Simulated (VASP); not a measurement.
Output of a VASP run:

OUTCAR:
```
 ion  position               nearest neighbor table
   1  0.000  0.000  0.000-   2 2.90   3 2.90   4 2.90   2 2.90   3 2.90   2 2.90   4 2.90   2 2.90
                             3 2.90   4 2.90   3 2.90   4 2.90
   2  0.000  0.500  0.500-   1 2.90   3 2.90   4 2.90   1 2.90   4 2.90   1 2.90   3 2.90   1 2.90
                             3 2.90   4 2.90   4 2.90   3 2.90
   3  0.500  0.000  0.500-   1 2.90   2 2.90   4 2.90   1 2.90   4 2.90   2 2.90   4 2.90   4 2.90
                             1 2.90   2 2.90   1 2.90   2 2.90
   4  0.500  0.500  0.000-   1 2.90   2 2.90   3 2.90   2 2.90   3 2.90   1 2.90   3 2.90   3 2.90
                             1 2.90   2 2.90   2 2.90   1 2.90
  LATTYP: Found a simple cubic cell.
 ALAT       =     4.1063577756
 Subroutine PRICEL returns:
 Original cell was already a primitive cell.
 Subroutine GETGRP returns: Found 48 space group operations
The static configuration has the point symmetry O_h .
The dynamic configuration has the point symmetry O_h .
The overall configuration has the point symmetry O_h .
 Subroutine INISYM returns: Found 48 space group operations
 Subroutine IBZKPT returns following result:
 Found     20 irreducible k-points:

 Following reciprocal coordinates:
            Coordinates               Weight
  0.000000  0.000000  0.000000      1.000000
  0.142857  0.000000  0.000000      6.000000
  0.285714  0.000000  0.000000      6.000000
  0.428571  0.000000  0.000000      6.000000
  0.142857  0.142857  0.000000     12.000000
  0.285714  0.142857  0.000000     24.000000
  0.428571  0.142857  0.000000     24.000000
  0.285714  0.285714  0.000000     12.000000
  0.428571  0.285714  0.000000     24.000000
  0.428571  0.428571  0.000000     12.000000
  0.142857  0.142857  0.142857      8.000000
  0.285714  0.142857  0.142857     24.000000
  0.428571  0.142857  0.142857     24.000000
  0.285714  0.285714  0.142857     24.000000
  0.428571  0.285714  0.142857     48.000000
  0.428571  0.428571  0.142857     24.000000
  0.285714  0.285714  0.285714      8.000000
  0.428571  0.285714  0.285714     24.000000
  0.428571  0.428571  0.285714     24.000000
  0.428571  0.428571  0.428571      8.000000
   k-points           NKPTS =     20   k-points in BZ     NKDIM =     20   number of bands    NBANDS=     28
   number of dos      NEDOS =    301   number of ions     NIONS =      4
   total plane-waves  NPLWV =  21952
   dimension x,y,z NGX =    28 NGY =   28 NGZ =   28
   dimension x,y,z NGXF=    56 NGYF=   56 NGZF=   56
   ions per type =               1   3
   PREC   = accura    normal or accurate (medium, high low for compatibility)
   ISTART =      0    job   : 0-new  1-cont  2-samecut
   ICHARG =      2    charge: 1-file 2-atom 10-const
   ISPIN  =      1    spin polarized calculation?
   LNONCOLLINEAR =      T non collinear calculations
   LSORBIT =      T    spin-orbit coupling
   INIWAV =      1    electr: 0-lowe 1-rand  2-diag
   ENCUT  =  400.0 eV  29.40 Ry    5.42 a.u.   6.70  6.70  6.70*2*pi/ulx,y,z
   NELM   =    100;   NELMIN=  2; NELMDL= -5     # of ELM steps
   EDIFF  = 0.1E-05   stopping-criterion for ELM
   LREAL  =      F    real-space projection
   NLSPLINE    = F    spline interpolate recip. space projectors
   LMAXMIX     =    4 max onsite mixed and CHGCAR
   VOSKOWN=      0    Vosko Wilk Nusair interpolation
   EDIFFG = 0.1E-04   stopping-criterion for IOM
   NSW    =      0    number of steps for IOM
   NBLOCK =      1;   KBLOCK =      1    inner block; outer block
   IBRION =     -1    ionic relax: 0-MD 1-quasi-New 2-CG
   NFREE  =      0    steps in history (QN), initial steepest desc. (CG)
   ISIF   =      2    stress and relaxation
   ISYM   =      2    0-nonsym 1-usesym 2-fastsym
   TEIN   =    0.0    initial temperature
   TEBEG  =    0.0;   TEEND  =   0.0 temperature during run
   SMASS  =  -3.00    Nose mass-parameter (am)
   PSTRESS=    0.0 pullay stress
   NELECT =      20.0000    total number of electrons
   EFERMI =   0.00;   METHOD = LEGACY
   ISMEAR =     0;   SIGMA  =   0.05  broadening in eV -4-tet -1-fermi 0-gaus
   IALGO  =     38    algorithm
   LDIAG  =      T    sub-space diagonalisation (order eigenvalues)
   IMIX   =      4    mixing-type and parameters
...
```

OSZICAR:
```
       N       E                     dE             d eps       ncg     rms          rms(c)
DAV:   1     0.158019663341E+03    0.15802E+03   -0.71479E+03  1176   0.106E+03
DAV:   2    -0.675307667135E+01   -0.16477E+03   -0.16200E+03  1264   0.427E+02
DAV:   3    -0.198797847556E+02   -0.13127E+02   -0.12574E+02  1900   0.101E+02
DAV:   4    -0.203200983015E+02   -0.44031E+00   -0.43469E+00  1856   0.169E+01
DAV:   5    -0.203243032348E+02   -0.42049E-02   -0.41970E-02  1752   0.225E+00    0.868E+00
DAV:   6    -0.193697669217E+02    0.95454E+00   -0.46530E+00  1760   0.254E+01    0.304E+00
DAV:   7    -0.193250648735E+02    0.44702E-01   -0.12840E-01  1716   0.364E+00    0.180E+00
DAV:   8    -0.193017738907E+02    0.23291E-01   -0.41328E-02  1684   0.195E+00    0.257E-01
DAV:   9    -0.193015047716E+02    0.26912E-03   -0.46928E-03  1608   0.940E-01    0.141E-01
DAV:  10    -0.193013973523E+02    0.10742E-03   -0.40656E-04  1840   0.261E-01    0.723E-02
DAV:  11    -0.193013905245E+02    0.68278E-05   -0.22967E-05  1760   0.561E-02    0.536E-02
DAV:  12    -0.193013889104E+02    0.16141E-05   -0.20819E-05  1500   0.289E-02    0.252E-02
DAV:  13    -0.193013847071E+02    0.42034E-05   -0.33317E-05  1728   0.677E-02    0.288E-03
DAV:  14    -0.193013846175E+02    0.89511E-07   -0.90992E-07  1048   0.121E-02
   1 F= -.19301385E+02 E0= -.19299915E+02  d E =-.293910E-02  mag=     0.0000     0.0000    -0.0000
       N       E                     dE             ncg
       N       E                     dE             ncg
       N       E                     dE             ncg
```

### OUTCAR
```
------------------------ aborting loop because EDIFF is reached ----------------------------------------
  FORCE on cell =-STRESS in cart. coord.  units (eV):
  Direction    XX          YY          ZZ          XY          YZ          ZX
  --------------------------------------------------------------------------------------
  Total       -0.0453537     -0.0453537     -0.0453537     -0.0000000     -0.0000000      0.0000000
  in kB       -1.0494283     -1.0494283     -1.0494283     -0.0000000     -0.0000000      0.0000000
  external PRESSURE =      -1.0494283 kB  Pullay stress =       0.0000000 kB
  volume of cell :       69.24
      direct lattice vectors                 reciprocal lattice vectors
     4.106357776  0.000000000  0.000000000     0.243524811  0.000000000  0.000000000
     0.000000000  4.106357776  0.000000000     0.000000000  0.243524811  0.000000000
     0.000000000  0.000000000  4.106357776     0.000000000  0.000000000  0.243524811
 POSITION                                       TOTAL-FORCE (eV/Angst)
 -----------------------------------------------------------------------------------
      0.00000      0.00000      0.00000         0.000000      0.000000      0.000000
      0.00000      2.05318      2.05318         0.000000      0.000000      0.000000
      2.05318      0.00000      2.05318         0.000000      0.000000      0.000000
      2.05318      2.05318      0.00000         0.000000      0.000000      0.000000
 -----------------------------------------------------------------------------------
    total drift:                               -0.000000     -0.000000     -0.000000
  FREE ENERGIE OF THE ION-ELECTRON SYSTEM (eV)
  ---------------------------------------------------
  free  energy   TOTEN  =       -19.3013846175 eV

  energy  without entropy=      -19.2984455182  energy(sigma->0) =      -19.29991507

 Ion:    1  E_soc:     -0.0072798

 Ion:    2  E_soc:     -0.0001307

 Ion:    3  E_soc:     -0.0001307

 Ion:    4  E_soc:     -0.0001307
```
(Selected blocks of OUTCAR.)

POSCAR:
```
Al3Sc
1
    4.1063577756     0.0000000000    -0.0000000000
    0.0000000000     4.1063577756    -0.0000000000
   -0.0000000000     0.0000000000     4.1063577756
Sc Al
1 3
Direct
  0.0000000000   0.0000000000   0.0000000000
  0.0000000000   0.5000000000   0.5000000000
  0.5000000000   0.0000000000   0.5000000000
  0.5000000000   0.5000000000   0.0000000000
```

Problem. Write an INCAR and KPOINTS that could have produced this output.

Solution. One answer among several that fit: the input of the run itself, PBE GGA with spin-orbit coupling, plane waves, VASP's PBE PAW potentials (set 64).

**INCAR**
```
ALGO = Normal
EDIFF = 1E-6
ENCUT = 400
GGA = PE
GGA_COMPAT = .FALSE.
ISMEAR = 0
LASPH = .TRUE.
LCHARG = .FALSE.
LMAXMIX = 4
LREAL = .FALSE.
LSORBIT = .TRUE.
LWAVE = .FALSE.
MAGMOM = 0 0 0 0 0 0 0 0 0 0 0 0
NELM = 100
PREC = Accurate
SIGMA = 0.05
SYSTEM = Al3Sc
```

**KPOINTS**
```
Regular mesh
0
gamma
  7 7 7
```

File KPOINTS_OPT:
```
k-points along high-symmetry lines
8
Line-mode
Reciprocal
  0.000000   0.000000   0.000000 ! GAMMA
  0.000000   0.500000   0.000000 ! X

  0.000000   0.500000   0.000000 ! X
  0.500000   0.500000   0.000000 ! M

  0.500000   0.500000   0.000000 ! M
  0.000000   0.000000   0.000000 ! GAMMA

  0.000000   0.000000   0.000000 ! GAMMA
  0.500000   0.500000   0.500000 ! R

  0.500000   0.500000   0.500000 ! R
  0.000000   0.500000   0.000000 ! X

  0.500000   0.500000   0.500000 ! R
  0.500000   0.500000   0.000000 ! M
```

POTCAR, in this order: Sc_sv Al (PBE.64 set). Program: vasp_ncl.

The compound is Al3Sc in the L1_2 structure. It was relaxed first.
